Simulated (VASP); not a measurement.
Given:

```
CELL_PARAMETERS angstrom
      4.26730     0.00000     0.00000
      0.00000     4.26730     0.00000
      0.00000     0.00000     4.26730
ATOMIC_POSITIONS crystal
  Ba 0.00000 0.00000 0.00000
  Hf 0.50000 0.50000 0.50000
  O  0.50000 0.00000 0.50000
  O  0.00000 0.50000 0.50000
  O  0.50000 0.50000 0.00000
```

Calculation: TPSS meta-GGA, VASP's PBE PAW potentials (set 64) (plane waves; VASP). Run with 520 eV cut-off, 5×5×5 Γ-centred mesh, Gaussian smearing of 0.050 eV, potentials Ba_sv Hf_pv O.

Predict the energy per atom (σ→0), pressure.

The energy per atom (σ→0) is -11.969 eV/atom and the pressure is -8.52 GPa.

Only differences to runs with the same potentials and settings are physical.

The compound is BaHfO3 in the cubic perovskite structure. This cell is one point of a volume scan, at 1.06 of the reference volume.
